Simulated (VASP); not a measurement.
Input:

```
Al2Pt
1.0
    0.00000     2.96176     2.96176
    2.96176     0.00000     2.96176
    2.96176     2.96176     0.00000
Al Pt
2 1
Cartesian
  1.48088   1.48088   1.48088
  4.44264   4.44264   4.44264
  0.00000   0.00000   0.00000
```

These are rev-vdW-DF2, VASP's PBE PAW potentials (set 64) (plane waves; VASP 6.6.1) values and carry that method's errors. Settings: 520 eV cut-off, Gaussian smearing of 0.050 eV, potentials Al Pt.

Unless said otherwise, spin-orbit coupling is left out, though it shifts the bands of the heavy elements here.

Predict the band gap (along the path) with the smallest direct gap where there is one.

```
Property                                                     Result
-------------------------  ----------------------------------------
band gap (along the path)  none (metal, semimetal or under 0.01 eV)
```

The absolute energy has meaning only against runs of the same code, potentials and settings.

The compound is PtAl2 in the fluorite structure. It was relaxed first.
